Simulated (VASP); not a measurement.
Runs of VASP 6.6.1 on ZrF2. The cell holds a sheet with vacuum, 3 atoms: a = 2.989 Å, b = 2.989 Å, c = 29.713 Å, α = 90.00°, β = 90.00°, γ = 120.00°. The cell was built by a generator and needn't be a form met in nature.

```tsv
task	level	spin	U	k mesh	gap on the mesh (eV)	largest force (eV/Å)	work function (eV)
work function	PW91	off	-	10 × 10 × 1	none	0.03	(b)
single point	PBE	off	-	10 × 10 × 1	none	0.01	4.96
single point	PBE+U	off	Zr d U = 2 eV	10 × 10 × 1	0.03	0.25	-
work function	r2SCAN	off	-	10 × 10 × 1	0.04	(a)	-
single point	PBE+U	off	Zr d U = 6 eV	10 × 10 × 1	0.13	(c)	-
single point	PBE+U	off	Zr d U = 3 eV	10 × 10 × 1	0.06	0.36	-
single point	PBE+U	off	Zr d U = 8 eV	10 × 10 × 1	0.18	0.97	-
```

Alike in all rows: potentials or basis VASP PAW PBE potentials, release 64 (Zr_sv, F); cell as given; cutoff (eV) 520; smearing fermi-dirac 0.05 eV.

Q: Fill in the values left out.

A: (a) 0.09; (b) 5.04; (c) 0.72.

Caveats: the PAW data sets were made with another functional, which shifts forces and pressure a little (some runs).

A k mesh can miss the band edges, and the runs leave out spin-orbit coupling on Zr.

A gap of «none» marks a metal or a gap under the smearing width.

Not every run made on this cell is shown here.
